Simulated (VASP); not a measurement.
Data:

```
CELL_PARAMETERS angstrom
      0.00000     2.70500     2.70500
      2.70500     0.00000     2.70500
      2.70500     2.70500     0.00000
ATOMIC_POSITIONS crystal
  Zn 0.00000 0.00000 0.00000
  S  0.25000 0.25000 0.25000
```

All values below come from PBE GGA, VASP's PBE PAW potentials (set 64) (plane waves; VASP 6.6.1). Run with 400 eV cut-off, 8×8×8 Γ-centred mesh, Gaussian smearing of 0.050 eV, potentials Zn S.

Problem. Predict the energy per atom (σ→0), pressure, band gap (on the k-mesh) with the smallest direct gap where there is one.

Solution. 
```json
{
 "band gap (on the k-mesh)": "2.10 eV",
 "smallest direct gap (on the k-mesh)": "2.10 eV",
 "energy per atom (σ→0)": "-3.424 eV/atom",
 "pressure": "1.26 GPa"
}
```

The absolute energy has meaning only against runs of the same code, potentials and settings.

The compound is ZnS in the zinc blende structure. The cell was not relaxed at this level.
